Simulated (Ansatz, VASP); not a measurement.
## Two plane-wave programs on KZr2

```xyz
3
Lattice="0.0000 3.5791 3.5791 3.5791 0.0000 3.5791 3.5791 3.5791 0.0000" Properties=species:S:1:pos:R:3 pbc="T T T"
K     0.0000    0.0000    0.0000
Zr    1.7896    1.7896    1.7896
Zr    5.3687    5.3687    5.3687
```

Change from the starting cell: species swapped into the CeH2 type (Fm-3m, No. 225).

Alike in both runs: functional PBE; k mesh 12 × 12 × 12; occupations gaussian, width 0.1 eV; no spin polarisation.

Ansatz relaxed the structure, and its values are those at the end. VASP's run is a single point on that final structure, the one shown.

```csv
,VASP,Ansatz
version,VASP 6.6.1,Ansatz 0.2.0
potentials or method,"VASP PAW PBE potentials, release 64 (K_sv, Zr_sv)","scalar-relativistic, plane waves, PAW"
plane-wave cutoff (eV),520,420
valence electrons in the cell,33,33
```

Ansatz gave:

| Property | Result |
| --- | --- |
| gap on the k mesh at the Fermi level (eV) | none |
| pressure (GPa) | 0.0 |

Problem. What did VASP give for the same quantities?

Solution. gap on the k mesh at the Fermi level (eV): none; pressure (GPa): 0.1.

A gap of «none» marks a metal or a gap that the smearing closes. The functional is the same, so the differences come from potentials, cutoffs and numerics.
